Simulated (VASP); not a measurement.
Data:

```
S
1.0
   -1.58156     1.58156     1.58156
    1.58156    -1.58156     1.58156
    1.58156     1.58156    -1.58156
S
1
Direct
  0.00000   0.00000   0.00000
```

Method: r2SCAN meta-GGA, VASP's PBE PAW potentials (set 64) (plane waves; VASP). Run with 400 eV cut-off, 18×18×18 Γ-centred mesh, tetrahedra with Blöchl corrections, potentials S.

Question: Predict the energy per atom (σ→0), band gap (over mesh and band path) with the smallest direct gap where there is one.

Answer: 
| Property | Result |
|---|---|
| band gap (over mesh and band path) | none (metal, semimetal or under 0.01 eV) |
| energy per atom (σ→0) | -6.776 eV/atom |

The absolute energy has meaning only against runs of the same code, potentials and settings.

The structure was generated: S was put into the bcc type (Im-3m), which need not be its known phase. It was relaxed first.
